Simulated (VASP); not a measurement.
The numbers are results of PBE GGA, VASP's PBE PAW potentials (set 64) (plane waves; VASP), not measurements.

Input for VASP

File KPOINTS:
```
Automatic mesh
0
Gamma
3 3 3
0 0 0
```

File POSCAR:
```
Be2Si
1
    5.4137220000     0.0000000000     0.0000000000
    0.0000000000     5.4137220000     0.0000000000
    0.0000000000     0.0000000000     5.4137220000
Be Si
4 2
Direct
  0.7500000000   0.7500000000   0.7500000000
  0.7500000000   0.2500000000   0.2500000000
  0.2500000000   0.7500000000   0.2500000000
  0.2500000000   0.2500000000   0.7500000000
  0.0000000000   0.0000000000   0.0000000000
  0.5000000000   0.5000000000   0.5000000000
```

**INCAR**
```
SYSTEM  =  Be2Si
PREC  =  Accurate; ENCUT  =  300; LREAL  =  .FALSE.
LASPH  =  .TRUE.
EDIFF  =  1E-6; NELM  =  100; ALGO  =  Normal
ISMEAR  =  0; SIGMA  =  0.136
GGA  =  PE
ISIF  =  2
LWAVE  =  .FALSE.; LCHARG  =  .FALSE.
```

POTCAR, in this order: Be Si (PBE.64 set). Program: vasp_std.

What VASP printed:

**OUTCAR**
```
 ion  position               nearest neighbor table
   1  0.750  0.750  0.750-   5 2.34   6 2.34
   2  0.750  0.250  0.250-   5 2.34   6 2.34
   3  0.250  0.750  0.250-   5 2.34   6 2.34
   4  0.250  0.250  0.750-   5 2.34   6 2.34
   5  0.000  0.000  0.000-   1 2.34   2 2.34   3 2.34   4 2.34
   6  0.500  0.500  0.500-   1 2.34   2 2.34   3 2.34   4 2.34
  LATTYP: Found a simple cubic cell.
 ALAT       =     5.4137220000
 Subroutine PRICEL returns:
 Original cell was already a primitive cell.
 Subroutine GETGRP returns: Found 48 space group operations
The static configuration has the point symmetry T_d .
 The point group associated with its full space group is O_h .
The dynamic configuration has the point symmetry T_d .
 Subroutine INISYM returns: Found 48 space group operations
 Subroutine IBZKPT returns following result:
 Found      4 irreducible k-points:

 Following reciprocal coordinates:
            Coordinates               Weight
  0.000000  0.000000  0.000000      1.000000
  0.333333  0.000000  0.000000      6.000000
  0.333333  0.333333  0.000000     12.000000
  0.333333  0.333333  0.333333      8.000000
   k-points           NKPTS =      4   k-points in BZ     NKDIM =      4   number of bands    NBANDS=     12
   number of dos      NEDOS =    301   number of ions     NIONS =      6
   total plane-waves  NPLWV =  32768
   dimension x,y,z NGX =    32 NGY =   32 NGZ =   32
   dimension x,y,z NGXF=    64 NGYF=   64 NGZF=   64
   ions per type =               4   2
   PREC   = accura    normal or accurate (medium, high low for compatibility)
   ISTART =      0    job   : 0-new  1-cont  2-samecut
   ICHARG =      2    charge: 1-file 2-atom 10-const
   ISPIN  =      1    spin polarized calculation?
   LNONCOLLINEAR =      F non collinear calculations
   LSORBIT =      F    spin-orbit coupling
   INIWAV =      1    electr: 0-lowe 1-rand  2-diag
   ENCUT  =  300.0 eV  22.05 Ry    4.70 a.u.   7.65  7.65  7.65*2*pi/ulx,y,z
   NELM   =    100;   NELMIN=  2; NELMDL= -5     # of ELM steps
...
```

### OSZICAR
```
       N       E                     dE             d eps       ncg     rms          rms(c)
DAV:   1     0.158200343010E+02    0.15820E+02   -0.38806E+03    96   0.641E+02
DAV:   2    -0.182621831859E+02   -0.34082E+02   -0.30864E+02   140   0.936E+01
DAV:   3    -0.201135257831E+02   -0.18513E+01   -0.18304E+01   128   0.231E+01
DAV:   4    -0.201439858015E+02   -0.30460E-01   -0.30392E-01   124   0.368E+00
DAV:   5    -0.201447076992E+02   -0.72190E-03   -0.72183E-03   128   0.513E-01    0.576E+00
DAV:   6    -0.191598250980E+02    0.98488E+00   -0.18565E+00   100   0.564E+00    0.328E+00
DAV:   7    -0.189971290490E+02    0.16270E+00   -0.70537E-01   116   0.376E+00    0.115E+00
DAV:   8    -0.189972251972E+02   -0.96148E-04   -0.57730E-02   108   0.128E+00    0.197E-01
DAV:   9    -0.189977125967E+02   -0.48740E-03   -0.22966E-03   108   0.281E-01    0.137E-01
DAV:  10    -0.189980514029E+02   -0.33881E-03   -0.56781E-04   100   0.143E-01    0.342E-02
DAV:  11    -0.189980378019E+02    0.13601E-04   -0.55554E-05   116   0.473E-02    0.830E-03
DAV:  12    -0.189980399199E+02   -0.21180E-05   -0.14453E-05   128   0.195E-02    0.232E-03
DAV:  13    -0.189980402162E+02   -0.29631E-06   -0.81582E-07    60   0.549E-03
   1 F= -.18998040E+02 E0= -.18998040E+02  d E =-.747518E-06
```

### OUTCAR
```
------------------------ aborting loop because EDIFF is reached ----------------------------------------
  FORCE on cell =-STRESS in cart. coord.  units (eV):
  Direction    XX          YY          ZZ          XY          YZ          ZX
  --------------------------------------------------------------------------------------
  Total       -7.9989505     -7.9989505     -7.9989505      0.0000000      0.0000000      0.0000000
  in kB      -80.7710517    -80.7710517    -80.7710517      0.0000000      0.0000000      0.0000000
  external PRESSURE =     -80.7710517 kB  Pullay stress =       0.0000000 kB
  volume of cell :      158.67
      direct lattice vectors                 reciprocal lattice vectors
     5.413722000  0.000000000  0.000000000     0.184715802  0.000000000  0.000000000
     0.000000000  5.413722000  0.000000000     0.000000000  0.184715802  0.000000000
     0.000000000  0.000000000  5.413722000     0.000000000  0.000000000  0.184715802
 POSITION                                       TOTAL-FORCE (eV/Angst)
 -----------------------------------------------------------------------------------
      4.06029      4.06029      4.06029        -0.000000      0.000000     -0.000000
      4.06029      1.35343      1.35343         0.000000     -0.000000      0.000000
      1.35343      4.06029      1.35343         0.000000      0.000000      0.000000
      1.35343      1.35343      4.06029        -0.000000      0.000000     -0.000000
      0.00000      0.00000      0.00000        -0.000000     -0.000000      0.000000
      2.70686      2.70686      2.70686        -0.000000     -0.000000     -0.000000
 -----------------------------------------------------------------------------------
    total drift:                               -0.000000      0.000000     -0.000000
  FREE ENERGIE OF THE ION-ELECTRON SYSTEM (eV)
  ---------------------------------------------------
  free  energy   TOTEN  =       -18.9980402162 eV

  energy  without entropy=      -18.9980394687  energy(sigma->0) =      -18.99803984
```
(Selected blocks of OUTCAR.)

File OUTCAR:
```
 val. band max:        0.0343893148   @ k =   0.0000   0.0000   0.0000

 cond. band min:       0.8976063583   @ k =   0.0000   0.0000   0.0000


 Fermi energy:         0.4748468223

 k-point     1 :       0.0000    0.0000    0.0000
  band No.  band energies     occupation
      1      -6.8796      2.00000
      2      -5.7289      2.00000
      3      -1.4667      2.00000
      4      -1.4667      2.00000
      5      -1.4667      2.00000
      6       0.0344      2.00000
      7       0.0344      2.00000
      8       0.0344      2.00000
      9       0.8976      0.00001
     10       0.8976      0.00001
     11       2.2374      0.00000
     12       4.4083      0.00000

 k-point     2 :       0.3333    0.0000    0.0000
  band No.  band energies     occupation
      1      -6.5816      2.00000
      2      -5.9797      2.00000
      3      -1.8632      2.00000
      4      -1.2488      2.00000
      5      -1.2488      2.00000
      6      -1.1510      2.00000
      7      -0.1908      2.00000
      8      -0.1908      2.00000
      9       1.4115      0.00000
     10       2.5360      0.00000
     11       2.8867      0.00000
     12       3.7728      0.00000

 k-point     3 :       0.3333    0.3333    0.0000
  band No.  band energies     occupation
      1      -6.3507      2.00000
      2      -6.0200      2.00000
      3      -2.4622      2.00000
      4      -2.1328      2.00000
      5      -0.8618      2.00000
      6      -0.8162      2.00000
      7      -0.2278      2.00000
      8      -0.0029      2.00000
      9       2.0210      0.00000
     10       2.1078      0.00000
     11       2.5060      0.00000
     12       3.0861      0.00000

 k-point     4 :       0.3333    0.3333    0.3333
  band No.  band energies     occupation
      1      -6.1738      2.00000
      2      -5.9929      2.00000
      3      -2.1773      2.00000
      4      -2.0986      2.00000
      5      -2.0986      2.00000
      6      -0.7900      2.00000
...
```

At this cut-off the stress carries a Pulay error, which pulls relaxed volumes low.

The structure was generated: Be2Si was put into an ordered model structure, which need not be its known phase. The cell was not relaxed at this level.
